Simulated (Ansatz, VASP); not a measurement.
# Ge2WN4 (WGe2N4 monolayer) in two plane-wave programs, part 2 of 2

Wanted: the spread between two codes on one cell, functional and k mesh. The cell is taken from a series of runs on this material, whose earlier steps may have relaxed, scaled, displaced or heated it; both programs get it as it stands.

VASP 6.6.1 and Ansatz 0.2.0.

So far: The starting structure; VASP: single point, PBE with D3(BJ).

## 3. Ansatz: single point, PBE with D3(BJ)

Level of this step: Ansatz beside VASP: Kohn-Sham DFT, plane waves, PBE with D3(BJ) (Ansatz).

Ansatz runs on its PAW soft_1 files.

The same cell, functional, mesh and smearing now go to Ansatz, which takes its cutoff from its data sets.

Input file input.yaml:

```yaml
crystal:
  lattice:
    - [2.9975382824, 0.0, 0.0]
    - [-1.4987691412, 2.5959443014, 0.0]
    - [0.0, 0.0, 25.4738739319]
  atoms:
    - { symbol: "N", position: [0.0, 0.0, 0.3533031538] }
    - { symbol: Ge, position: [0.3333333333, 0.6666666667, 0.3782968078] }
    - { symbol: "N", position: [0.3333333333, 0.6666666667, 0.4520057685] }
    - { symbol: W, position: [0.0, 0.0, 0.5] }
    - { symbol: "N", position: [0.3333333333, 0.6666666667, 0.5479942315] }
    - { symbol: Ge, position: [0.3333333333, 0.6666666667, 0.6217031922] }
    - { symbol: "N", position: [0.0, 0.0, 0.6466968462] }
kpoints:
  mp_grid: { grid: [18, 18, 1] }
  band_path:
    path: [[0, 0, 0], [0.5, 0, 0], [0.33333333, 0.33333333, 0], [0, 0, 0]]
    npoints: 16
hamiltonian:
  xc: pbe
  dispersion: d3bj
  pseudopotentials: { kind: paw, azcp: { folder: soft_1 } }
scf:
  occupations: { method: fermi_dirac, width: 0.02585 }
  convergence: { dr2_threshold: 1.0e-10 }
efield:
  axis: 3
  dipole_correction: true
  ramp_position: 0.97
  ramp_width: 0.06
  amplitude: 0
output:
  dos: { projected: true, e_range: [-6, 5] }
  write_potential: true
  write_density: true
  volumetric_format: npy
  elf: true
```

Command:

```bash
> ansatz run input.yaml --threads 2 --pin off --max-ram 3072MiB --backend cpu --events-out ev --progress --plain --runs-dir out
```

Numbers of over 12 decimals in the logs are rounded to 6 here.

The program printed:

```text
Engine: ansatz 0.2.0, x86_64-unknown-linux-gnu
Pseudopotentials: kind: paw
Pseudopotential: N, paw, valence charge 5, recommended cutoff 420 eV (normal), soft_1/N.paw.azcp
Pseudopotential: Ge, paw, valence charge 14, recommended cutoff 420 eV (normal), soft_1/Ge.paw.azcp
Pseudopotential: W, paw, valence charge 14, recommended cutoff 420 eV (normal), soft_1/W.paw.azcp
Functional definition: PBE
  parameter kappa = 0.804
  parameter beta = 0.066725
  exchange = pbe_x(kappa = kappa, mu = beta*pi^2/3)
  correlation = pbe_c(beta = beta)
Crystal: 7 atoms, lattice volume = 198.223 Å³
Basis set: ecut = 420 eV, 3745 PW (Γ)
Bands: 38, of which v1, the nominal top of the filled ones, is band 31 counted from 1 (30 counted from 0)
Symmetry: 6 space group operations
k-points: 37 of 324 (time reversal used)
Non-local potential: N, projectors of the file, l = 0: 2, l = 1: 2, l = 2: 1
Non-local potential: Ge, projectors of the file, l = 0: 2, l = 1: 2, l = 2: 3, l = 3: 1
Non-local potential: W, projectors of the file, l = 0: 3, l = 1: 2, l = 2: 2, l = 3: 1
PAW form: soft (Blöchl's): semilocal exchange-correlation on the pseudo side does not see the compensation charge
PAW one-centre angular grid: N, 110 points (default); XC on 64 Gauss nodes
PAW one-centre angular grid: Ge, 590 points (default); XC on 64 Gauss nodes
PAW one-centre angular grid: W, 590 points (default); XC on 64 Gauss nodes
Initial density: superposition of atomic densities (neutral atoms: chi_scale 0, normalization atom)
Initial wavefunctions: pseudopotential atomic-orbital guess
Functional: x = pbe(κ = 0.804, μ = 0.219515), c = pbe(β = 0.066725)
SCF iter   1: F=—  HF=-20521.943516 eV  |F-HF|=—  |Δ(HF+E_count)|=         —  Δρ=1.08e-1  dr2=2.59e1  ethr=3.10e-3  p=0.000 e·Å  D=1.91e-13 V/Å  ΔV_dip=-0.00 eV  dr2_dipole=4.44e-7  V_vac-E_F(+/−)=6.30/6.30 eV  ⟨swp⟩=9.5  Hψ=7042  notcnv=0
efield: sawtooth ramp at fractional position 0.9700 (set: `efield.ramp_position`, or a place that a band, a saddle search or an elastic batch's reference lends), width 0.0600; the density the first Hamiltonian is built on has a dipole p = 0.000 e·Å; the dipole correction subtracts the counter field D = 1.91e-13 V/Å, which shifts the + side's vacuum level by -0.00 eV against the − side's; the planar-averaged density in the ramp window peaks in size at 8.0e-7 e/Å³
preconditioner: auto → Resta (q_TF=auto, 2.248 Å⁻¹)  ε∞=2.2  [insulator: Δε(μ)=1.660 eV  Ē_g=18.012 eV  σ=0.026 eV  W_gap=1.00  n_scr=18 (ndim 8)  ℏωp=19.4 eV  f_vac=0.585  D(μ)=0.00/eV (n_scr^D=0)  ε∞_Penn≈2.2  vacuum switching on, ρ_ref=2.4e-2 e/Å³]
SCF iter   2: F=—  HF=-20515.864579 eV  |F-HF|=—  |Δ(HF+E_count)|=    6.08e0  Δρ=4.73e-2  dr2=5.10e0  ethr=3.10e-3  p=0.000 e·Å  D=2.15e-4 V/Å  ΔV_dip=-0.01 eV  dr2_dipole=1.97e-6  V_vac-E_F(+/−)=6.86/6.87 eV  ⟨swp⟩=4.0  Hψ=3834  notcnv=0  defer=72
SCF iter   3: F=—  HF=-20515.055502 eV  |F-HF|=—  |Δ(HF+E_count)|=   8.09e-1  Δρ=1.89e-2  dr2=5.62e-1  ethr=3.10e-3  p=-0.000 e·Å  D=-1.02e-4 V/Å  ΔV_dip=0.00 eV  dr2_dipole=4.67e-7  V_vac-E_F(+/−)=4.70/4.69 eV  ⟨swp⟩=3.2  Hψ=2630  notcnv=0  defer=61
SCF iter   4: F=—  HF=-20515.001382 eV  |F-HF|=—  |Δ(HF+E_count)|=   5.41e-2  Δρ=8.66e-3  dr2=9.27e-2  ethr=9.06e-4  p=0.000 e·Å  D=9.90e-5 V/Å  ΔV_dip=-0.00 eV  dr2_dipole=5.34e-7  V_vac-E_F(+/−)=5.03/5.03 eV  ⟨swp⟩=3.1  Hψ=2239  notcnv=0  defer=61
SCF iter   5: F=—  HF=-20515.003923 eV  |F-HF|=—  |Δ(HF+E_count)|=   2.54e-3  Δρ=2.62e-3  dr2=1.76e-2  ethr=1.50e-4  p=-0.000 e·Å  D=-2.67e-4 V/Å  ΔV_dip=0.01 eV  dr2_dipole=3.65e-6  V_vac-E_F(+/−)=4.66/4.66 eV  ⟨swp⟩=3.7  Hψ=2415  notcnv=0  defer=61
SCF iter   6: F=—  HF=-20515.001440 eV  |F-HF|=—  |Δ(HF+E_count)|=   2.48e-3  Δρ=7.51e-4  dr2=1.08e-3  ethr=2.84e-5  p=0.000 e·Å  D=1.60e-4 V/Å  ΔV_dip=-0.00 eV  dr2_dipole=1.31e-6  V_vac-E_F(+/−)=4.68/4.69 eV  ⟨swp⟩=2.4  Hψ=2160  notcnv=0  defer=61
SCF iter   7: F=—  HF=-20515.001492 eV  |F-HF|=—  |Δ(HF+E_count)|=   5.18e-5  Δρ=2.99e-4  dr2=1.28e-4  ethr=1.73e-6  p=-0.000 e·Å  D=-1.98e-4 V/Å  ΔV_dip=0.01 eV  dr2_dipole=1.99e-6  V_vac-E_F(+/−)=4.66/4.65 eV  ⟨swp⟩=2.9  Hψ=2771  notcnv=0  defer=59
SCF iter   8: F=—  HF=-20515.001585 eV  |F-HF|=—  |Δ(HF+E_count)|=   9.32e-5  Δρ=1.12e-4  dr2=9.37e-5  ethr=2.06e-7  p=0.001 e·Å  D=6.57e-4 V/Å  ΔV_dip=-0.02 eV  dr2_dipole=2.21e-5  V_vac-E_F(+/−)=4.64/4.66 eV  ⟨swp⟩=2.2  Hψ=2447  notcnv=0  defer=59
SCF iter   9: F=—  HF=-20515.001577 eV  |F-HF|=—  |Δ(HF+E_count)|=   8.36e-6  Δρ=5.46e-5  dr2=6.58e-6  ethr=1.51e-7  p=-0.000 e·Å  D=-7.90e-5 V/Å  ΔV_dip=0.00 eV  dr2_dipole=3.35e-7  V_vac-E_F(+/−)=4.65/4.65 eV  ⟨swp⟩=2.2  Hψ=1531  notcnv=0  defer=59
SCF iter  10: F=—  HF=-20515.001573 eV  |F-HF|=—  |Δ(HF+E_count)|=   3.84e-6  Δρ=1.99e-5  dr2=4.33e-7  ethr=1.06e-8  p=0.000 e·Å  D=3.93e-6 V/Å  ΔV_dip=-0.00 eV  dr2_dipole=1.11e-9  V_vac-E_F(+/−)=4.65/4.65 eV  ⟨swp⟩=2.4  Hψ=2492  notcnv=0  defer=59
SCF iter  11: F=—  HF=-20515.001603 eV  |F-HF|=—  |Δ(HF+E_count)|=   2.95e-5  Δρ=4.90e-6  dr2=4.69e-8  ethr=6.98e-10  p=0.000 e·Å  D=2.13e-6 V/Å  ΔV_dip=-0.00 eV  dr2_dipole=1.70e-11  V_vac-E_F(+/−)=4.65/4.65 eV  ⟨swp⟩=2.4  Hψ=2540  notcnv=0  defer=59
SCF iter  12: F=—  HF=-20515.001603 eV  |F-HF|=—  |Δ(HF+E_count)|=   1.51e-8  Δρ=2.07e-6  dr2=9.84e-9  ethr=7.57e-11  p=-0.000 e·Å  D=-4.12e-6 V/Å  ΔV_dip=0.00 eV  dr2_dipole=2.86e-10  V_vac-E_F(+/−)=4.65/4.65 eV  ⟨swp⟩=3.1  Hψ=2798  notcnv=0  defer=59
SCF iter  13: F=—  HF=-20515.001603 eV  |F-HF|=—  |Δ(HF+E_count)|=   1.91e-9  Δρ=5.84e-7  dr2=7.98e-10  ethr=1.59e-11  p=0.000 e·Å  D=1.30e-6 V/Å  ΔV_dip=-0.00 eV  dr2_dipole=4.17e-11  V_vac-E_F(+/−)=4.65/4.65 eV  ⟨swp⟩=2.2  Hψ=2310  notcnv=0  defer=59
SCF iter  14: F=—  HF=-20515.001603 eV  |F-HF|=—  |Δ(HF+E_count)|=  1.24e-10  Δρ=3.20e-7  dr2=2.34e-10  ethr=1.29e-12  p=-0.000 e·Å  D=-6.13e-7 V/Å  ΔV_dip=0.00 eV  dr2_dipole=9.16e-12  V_vac-E_F(+/−)=4.65/4.65 eV  ⟨swp⟩=3.0  Hψ=2392  notcnv=0  defer=59
SCF iter  15: F=-20515.001603 eV  HF=-20515.001603 eV  |F-HF|=1.46e-11  |Δ(HF+E_count)|=  3.64e-11  Δρ=1.00e-7  dr2=1.52e-11  ethr=1.00e-12  p=0.000 e·Å  D=6.46e-8 V/Å  ΔV_dip=-0.00 eV  dr2_dipole=1.26e-13  V_vac-E_F(+/−)=4.65/4.65 eV  ⟨swp⟩=13.3  Hψ=5069  notcnv=0
SCF 1 converged in 15 iterations: F = -20515.001603 eV  dr2 = 1.52e-11
  greatest PAW one-centre occupation: 0.999 electrons in one spin orbital (limit 2), on the W atom at site 3 (counted from 0), in its partial waves of l = 0
NSCF: frozen V_eff on 49 k-points
efield: sawtooth ramp at fractional position 0.9700 (kept from the solve that this one continues, or follows in the run), width 0.0600; the density the first Hamiltonian is built on has a dipole p = 0.000 e·Å; the dipole correction subtracts the counter field D = 6.46e-8 V/Å, which shifts the + side's vacuum level by -0.00 eV against the − side's; the planar-averaged density in the ramp window peaks in size at 3.3e-7 e/Å³
WARN: The output density's exchange-correlation potential varies sharply where the density is thin. Do not read a vacuum level from v_tot or v_xc, or from such a field of the output density. On a cell that repeats whose density bears no net charge and no dipole along the vacuum's axis use v_es (v_loc + v_h of the components); under efield.dipole_correction with no amplitude use v_es + v_field, which holds any externa [...]
SCF converged after 15 iterations
Free energy (F): -20515.001603 eV
Harris-Foulkes:  -20515.001603 eV  (|F-HF|=1.46e-11)
Internal energy: -20515.001603 eV  (E = F + TS)
E sigma→0 (E₀):  -20515.001603 eV
Fermi energy:    2.739765 eV
Dipole field:    D = -0.000000 V/Å  (p = -0.000000 e·Å, saw-weighted, corrected)
Work function:   Φ+ = 4.6520 eV   Φ− = 4.6520 eV
Levels:          The Fermi level and band energies are counted from a zero that moves with the ramp; work functions are not
--- Per-component energies (eV) ---
  E_band       = -1028.604243
  E_kinetic    = 1121.484597
  E_local      = -83046.246951  (includes V_loc(G=0)·N_el)
  E_nonlocal   = 561.059238
  E_hartree    = 40919.933089
  E_xc         = -646.609283
  E_vxc        = -660.639779  (∫ρ·V_xc dr)
  E_paw        = -13127.152845  (= ΣΔE_a)
  E_vpaw       = -844.131301  (= ΣTr[D̂ρ^β])
  E_aug_tail   = 0.003647  (compensation charges beyond the density's cutoff)
  E_efield     = 0.000000  (sawtooth field / dipole correction)
  E_vefield    = 0.000000  (∫n·V_field dr)
  E_ewald      = 33704.224982
  E_disp       = -1.698076  (pairwise vdW)
  E_smearing   = -0.000000  (= −TS)
  E_closure    = -0.000000  (closes the sum)
  Σ components = -20515.001603   (vs F -20515.001603, Δ=0.00e0)
--- Band table (eV; the first three rows and the last of 37) ---
  k-point 0: bands = [... 27 lower, -0.7469, -0.7469, -0.1920, 1.8400, 3.9395, 4.1390, 5.0213, 5.0213, ... 3 higher]
  k-point 1: bands = [... 27 lower, -0.9079, -0.8045, -0.1016, 1.9026, 4.0378, 4.0797, 5.0120, 5.1989, ... 3 higher]
  k-point 2: bands = [... 27 lower, -1.1046, -0.9655, -0.0449, 1.8782, 3.9525, 4.3196, 4.9887, 5.4293, ... 3 higher]
  k-point 36: bands = [... 27 lower, -2.0462, -0.6236, -0.0718, 1.4097, 3.5224, 5.5940, 5.6145, 6.5502, ... 3 higher]
```

## 4. Comparison

Known differences besides the potentials themselves: the data sets hold 62 valence electrons in Ansatz (on its PAW soft_1 files) and 54 in VASP; the cutoff is 420 eV in Ansatz and 520 eV in VASP. Total energies have different zeros and are not compared.

Compared:

```csv
quantity,Ansatz,VASP,difference
gap on the k mesh (eV),1.612,1.597,+0.015
```

A gap on the mesh is an upper bound, since the band edges may lie between its points; neither run holds spin-orbit coupling, which can move the band edges of a compound of W. With vacuum in the cell, a pressure given here is an average over mostly empty space and none of the material.

## 5. Results

| Property | Result |
| --- | --- |
| difference in gap on the k mesh (single point, PBE with D3(BJ)) | 0.015 eV |

**Reading.** The difference in gap on the k mesh is 0.015 eV (single point, PBE with D3(BJ)), within the 0.08 eV picked in this series as the mark of a large difference. The data sets hold unlike numbers of valence electrons (62 in Ansatz and 54 in VASP), so part of the differences comes from the potentials. How closely two codes agree says nothing of how well the functional describes the real material.

[Lines on the potential files, build, host, timing and source positions are cut from VASP's logs without a mark.]

[Logs are printed without paths, hosts, clocks, repeated set-up lines and the standing remarks that a program may print on its own settings, such as how far it seeks lower states.]

[Hosts, paths, dates, database ids (printed as entryN), source tags and the programs' standing remarks are cut or masked in the printed files.]
